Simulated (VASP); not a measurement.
Calculation: PBE GGA, VASP's PBE PAW potentials (set 64) (plane waves; VASP).

Input for VASP

### INCAR
```
SYSTEM = Na
PREC = Accurate; ENCUT = 300; LREAL = .FALSE.
LASPH = .TRUE.
EDIFF = 1E-6; NELM = 100; ALGO = Normal
ISMEAR = -1; SIGMA = 0.1
GGA = PE
IBRION = 2; NSW = 50; ISIF = 3
EDIFFG = -0.01
LWAVE = .FALSE.; LCHARG = .FALSE.
```

### KPOINTS
```
Automatic mesh
0
Gamma
9 9 9
0 0 0
```

POSCAR:
```
Na
1
   -2.1300000000     2.1300000000     2.1300000000
    2.1300000000    -2.1300000000     2.1300000000
    2.1300000000     2.1300000000    -2.1300000000
Na
1
Direct
  0.0000000000   0.0000000000   0.0000000000
```

POTCAR, in this order: Na_pv (PBE.64 set). Program: vasp_std.

At this cut-off the stress carries a Pulay error, which pulls relaxed volumes low. Energy and stress use the plane-wave basis of the starting cell.

### Question
Estimate the energy per atom (σ→0), volume per atom, band gap (on the k-mesh).

### Answer

```yaml
energy per atom (σ→0): -1.317 eV/atom
band gap (on the k-mesh): none (metal, semimetal or under 0.01 eV)
volume_per_atom: 36.85 Å³/atom
```

File OSZICAR:
```
...
DAV:   1    -0.135589650827E+01   -0.32940E-01   -0.10636E+00   490   0.234E+01    0.123E+00
DAV:   2    -0.133213207127E+01    0.23764E-01   -0.27567E-02   490   0.351E+00    0.622E-01
DAV:   3    -0.132433453566E+01    0.77975E-02   -0.14770E-02   490   0.249E+00    0.564E-02
DAV:   4    -0.132380560304E+01    0.52893E-03   -0.64493E-04   490   0.581E-01    0.701E-03
DAV:   5    -0.132380317966E+01    0.24234E-05   -0.29634E-06   490   0.289E-02    0.204E-03
DAV:   6    -0.132380171502E+01    0.14646E-05   -0.15504E-06   245   0.301E-02    0.215E-04
DAV:   7    -0.132380167779E+01    0.37231E-07   -0.88529E-08   245   0.416E-03
   6 F= -.13238017E+01 E0= -.13172156E+01  d E =-.209381E-02
```

The structure is a typed Na crystal (Im-3m). This run relaxes it. Symmetry was kept, so distortions that lower it aren't found. The run is one of a series of settings (EDIFFG = -0.01, IBRION = 2, ISIF = 3, NSW = 50 against the base run), some of them coarse on purpose.
